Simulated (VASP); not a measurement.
Runs of VASP 6.6.1 on TiB2. The structure is hexagonal, space group P6/mmm (No. 191). The conventional cell has a = 3.009 Å, b = 3.009 Å, c = 3.171 Å, α = 90.00°, β = 90.00°, γ = 120.00°. Ti (site symmetry 6/mmm) is surrounded by 12 B at 2.35 Å. Around B (site symmetry -6m2) lie 3 B at 1.74 Å. The cell is a database's computed one.

```csv
task,cell,k mesh,cutoff (eV),mesh quality,gap on the mesh (eV),pressure (GPa),relaxed volume (Å³/atom)
relaxation of cell and atoms,relaxed,18 × 18 × 14,600,not flagged,none,-0.1,8.29
relaxation of cell and atoms,relaxed,6 × 6 × 6,600,coarse,none,0.0,8.29
single point,"P6/mmm, 8.29 Å³/atom",18 × 18 × 14,520,not flagged,none,0.2,-
single point,"P6/mmm, 8.29 Å³/atom",6 × 6 × 6,520,coarse,none,(a),-
```

Alike in all rows: level PBE+D3(BJ); potentials or basis VASP PAW PBE potentials, release 64 (Ti_sv, B); no spin polarisation; smearing gaussian 0.1 eV.

**Question.** Estimate the missing entries.

**Answer.** (a) 0.3.

Caveats: some runs use coarse meshes; pairwise dispersion overbinds metals, which lowers pressure and volume.

A gap of «none» marks a metal or a gap under the smearing width.
